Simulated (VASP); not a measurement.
Level of theory: PBE GGA, VASP's PBE PAW potentials (set 64) (plane waves; VASP).

The input files of a VASP run:

File POSCAR:
```
Al3Sc
3.9452740
  1.0000000000   0.0000000000   0.0000000000
  0.0000000000   1.0000000000   0.0000000000
  0.0000000000   0.0000000000   1.0000000000
Sc Al
1 3
Cartesian
  0.0000000000   0.0000000000   0.0000000000
  0.0000000000   0.5000000000   0.5000000000
  0.5000000000   0.0000000000   0.5000000000
  0.5000000000   0.5000000000   0.0000000000
```

**INCAR**
```
! general
SYSTEM  = Al3Sc
PREC    = Accurate
ENCUT   = 300
LREAL   = .False.
LASPH   = .True.

! electronic loop
EDIFF   = 1E-6   ! SCF stop (eV)
NELM    = 100   ! most electronic steps
ALGO    = Normal   ! blocked Davidson
LMAXMIX = 4   ! l cut-off of mixed one-centre charges

! smearing
ISMEAR  = -1   ! Fermi-Dirac
SIGMA   = 0.136   ! width (eV)

! functional
GGA     = PE   ! PBE

! ions
ISIF    = 2

! output
LWAVE   = .False.
LCHARG  = .False.
```

### KPOINTS
```
Automatic
0
Gamma
 7 7 7
```

POTCAR, in this order: Sc_sv Al (PBE.64 set). Program: vasp_std.

What VASP printed:

### OSZICAR
```
       N       E                     dE             d eps       ncg     rms          rms(c)
DAV:   1     0.812730055035E+02    0.81273E+02   -0.63713E+03   592   0.856E+02
DAV:   2    -0.143787523969E+02   -0.95652E+02   -0.93967E+02   584   0.317E+02
DAV:   3    -0.198161056369E+02   -0.54374E+01   -0.52072E+01   822   0.547E+01
DAV:   4    -0.199282511956E+02   -0.11215E+00   -0.11129E+00   738   0.897E+00
DAV:   5    -0.199309322636E+02   -0.26811E-02   -0.26808E-02   824   0.142E+00    0.107E+01
DAV:   6    -0.190987827727E+02    0.83215E+00   -0.40976E+00   934   0.244E+01    0.411E+00
DAV:   7    -0.190484675753E+02    0.50315E-01   -0.77713E-02   596   0.215E+00    0.221E+00
DAV:   8    -0.190273263279E+02    0.21141E-01   -0.30175E-02   810   0.140E+00    0.219E-01
DAV:   9    -0.190270559411E+02    0.27039E-03   -0.26341E-03   650   0.388E-01    0.979E-02
DAV:  10    -0.190270051375E+02    0.50804E-04   -0.22544E-04   868   0.134E-01    0.809E-02
DAV:  11    -0.190270023527E+02    0.27848E-05   -0.15537E-05   728   0.309E-02    0.395E-02
DAV:  12    -0.190270002285E+02    0.21242E-05   -0.10636E-05   680   0.215E-02    0.454E-03
DAV:  13    -0.190270003034E+02   -0.74899E-07   -0.45193E-07   352   0.486E-03
   1 F= -.19027000E+02 E0= -.18992722E+02  d E =-.685569E-01
```

OUTCAR:
```
------------------------ aborting loop because EDIFF is reached ----------------------------------------
  FORCE on cell =-STRESS in cart. coord.  units (eV):
  Direction    XX          YY          ZZ          XY          YZ          ZX
  --------------------------------------------------------------------------------------
  Total        5.0246526      5.0246526      5.0246526     -0.0000000     -0.0000000     -0.0000000
  in kB      131.0946938    131.0946938    131.0946938     -0.0000000     -0.0000000     -0.0000000
  external PRESSURE =     131.0946938 kB  Pullay stress =       0.0000000 kB
  volume of cell :       61.41
      direct lattice vectors                 reciprocal lattice vectors
     3.945274000  0.000000000  0.000000000     0.253467820  0.000000000  0.000000000
     0.000000000  3.945274000  0.000000000     0.000000000  0.253467820  0.000000000
     0.000000000  0.000000000  3.945274000     0.000000000  0.000000000  0.253467820
 POSITION                                       TOTAL-FORCE (eV/Angst)
 -----------------------------------------------------------------------------------
      0.00000      0.00000      0.00000         0.000000      0.000000      0.000000
      0.00000      1.97264      1.97264         0.000000      0.000000      0.000000
      1.97264      0.00000      1.97264         0.000000      0.000000      0.000000
      1.97264      1.97264      0.00000         0.000000      0.000000      0.000000
 -----------------------------------------------------------------------------------
    total drift:                               -0.000000      0.000000      0.000000
  FREE ENERGIE OF THE ION-ELECTRON SYSTEM (eV)
  ---------------------------------------------------
  free  energy   TOTEN  =       -19.0270003034 eV

  energy  without entropy=      -18.9584433542  energy(sigma->0) =      -18.99272183
```
(Selected blocks of OUTCAR.)

OUTCAR:
```
 val. band max:        8.1541381593   @ k =   0.2857   0.0000   0.0000

 cond. band min:       8.2433320454   @ k =   0.2857   0.2857   0.0000


 Fermi energy:         8.2243649523

 k-point     1 :       0.0000    0.0000    0.0000
  band No.  band energies     occupation
      1     -40.3312      2.00000
      2     -19.0924      2.00000
      3     -19.0924      2.00000
      4     -19.0924      2.00000
      5      -2.3208      2.00000
      6       5.5045      2.00000
      7       5.5045      2.00000
      8       6.4204      2.00000
      9       6.4204      2.00000
     10       6.4204      2.00000
     11       9.5251      0.00014
     12       9.6217      0.00007
     13       9.6217      0.00007
     14       9.6217      0.00007

 k-point     2 :       0.1429    0.0000    0.0000
  band No.  band energies     occupation
      1     -40.3308      2.00000
      2     -19.1023      2.00000
      3     -19.0916      2.00000
      4     -19.0916      2.00000
      5      -2.1160      2.00000
      6       4.2307      2.00000
      7       5.6501      2.00000
      8       6.4213      2.00000
      9       6.4213      2.00000
     10       7.1824      1.99906
     11       9.5367      0.00013
     12       9.5367      0.00013
     13       9.6905      0.00004
     14      10.3160      0.00000

 k-point     3 :       0.2857    0.0000    0.0000
  band No.  band energies     occupation
      1     -40.3298      2.00000
      2     -19.1247      2.00000
      3     -19.0897      2.00000
      4     -19.0897      2.00000
      5      -1.5173      2.00000
      6       2.4981      2.00000
      7       6.0442      2.00000
      8       6.4119      2.00000
      9       6.4119      2.00000
     10       8.1541      1.25260
     11       9.4354      0.00027
     12       9.4354      0.00027
     13       9.8571      0.00001
     14      10.9631      0.00000

 k-point     4 :       0.4286    0.0000    0.0000
  band No.  band energies     occupation
...
```

At this cut-off the stress carries a Pulay error, which pulls relaxed volumes low.

The structure is a typed Al3Sc crystal. The cell was not relaxed at this level, and its volume differs by -5.9 % from the start's.
